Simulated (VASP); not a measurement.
```xyz
4
Lattice="4.4562 0.0000 0.0000 0.0000 4.4562 0.0000 0.0000 0.0000 7.8464" Properties=species:S:1:pos:R:3 pbc="T T T"
Sc     0.0000     2.2281     0.0000
Sc     2.2281     0.0000     3.9232
Bi     0.0000     0.0000     1.9616
Bi     0.0000     0.0000     5.8848
```

All values below come from PBE GGA, VASP's PBE PAW potentials (set 64) (plane waves; VASP). Run with 300 eV cut-off, 5×5×3 Γ-centred mesh, Fermi-Dirac smearing of 0.10 eV, potentials Sc_sv Bi_d.

At this cut-off the stress carries a Pulay error, which pulls relaxed volumes low. Unless said otherwise, spin-orbit coupling is left out, though it shifts the bands of the heavy elements here.

Question: Predict the energy per atom (σ→0), pressure, band gap (on the k-mesh) with the smallest direct gap where there is one.

Answer: 
band gap (on the k-mesh): none (metal, semimetal or under 0.01 eV)
energy per atom (σ→0): -4.982 eV/atom
pressure: -1.24 GPa

The structure was generated: ScBi was put into an ordered model structure, which need not be its known phase. The cell was not relaxed at this level.
